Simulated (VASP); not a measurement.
Data:

```
CELL_PARAMETERS angstrom
      3.94662     0.00000     0.00000
      0.00000     3.94662     0.00000
      0.00000     0.00000     4.94575
ATOMIC_POSITIONS crystal
  Cd 0.50000 0.50000 0.50000
  Cl 0.00000 0.50000 0.20851
  Cl 0.50000 0.00000 0.79149
```

Computed with LDA (Ceperley-Alder, Perdew-Zunger), VASP's LDA PAW potentials (set 64) (plane waves; VASP 6.6.1). Settings: 400 eV cut-off, Gaussian smearing of 0.050 eV, potentials Cd Cl.

Task: Give the energies of bands 3 to 16 at the high-symmetry points, in eV from the valence-band maximum.

Result: 
| band | Γ | X | M | Z | R | A |
|---|---|---|---|---|---|---|
| 3 | -6.91 | -6.89 | -6.66 | -6.95 | -6.92 | -6.66 |
| 4 | -6.91 | -6.83 | -6.63 | -6.95 | -6.72 | -6.63 |
| 5 | -6.67 | -6.48 | -6.56 | -6.75 | -6.48 | -6.46 |
| 6 | -6.53 | -6.43 | -6.36 | -6.59 | -6.36 | -6.27 |
| 7 | -6.37 | -6.35 | -6.36 | -6.37 | -6.30 | -6.27 |
| 8 | -2.90 | -3.50 | -4.25 | -2.71 | -4.29 | -3.58 |
| 9 | -1.74 | -1.66 | -1.89 | -1.15 | -2.94 | -2.88 |
| 10 | -1.74 | -1.57 | -1.65 | -1.11 | -0.94 | -1.91 |
| 11 | -0.32 | -1.50 | -1.46 | -1.11 | -0.50 | -1.91 |
| 12 | 0.00 | -1.08 | -1.46 | -0.67 | -0.45 | -1.78 |
| 13 | 0.00 | -0.45 | -0.53 | -0.67 | -0.32 | -0.78 |
| 14 | 2.67 | 5.11 | 5.48 | 4.72 | 4.06 | 6.22 |
| 15 | 5.74 | 6.98 | 5.68 | 5.74 | 6.95 | 7.63 |
| 16 | 7.74 | 7.42 | 5.68 | 9.14 | 8.44 | 7.63 |

The gap is direct, 2.67 eV, from the valence maximum at Γ to the conduction minimum at Γ.

The structure comes from a computed database's CdCl2 entry (P-4m2); how it stands against other phases isn't given here. It was relaxed first, which changed the volume by -13 %.
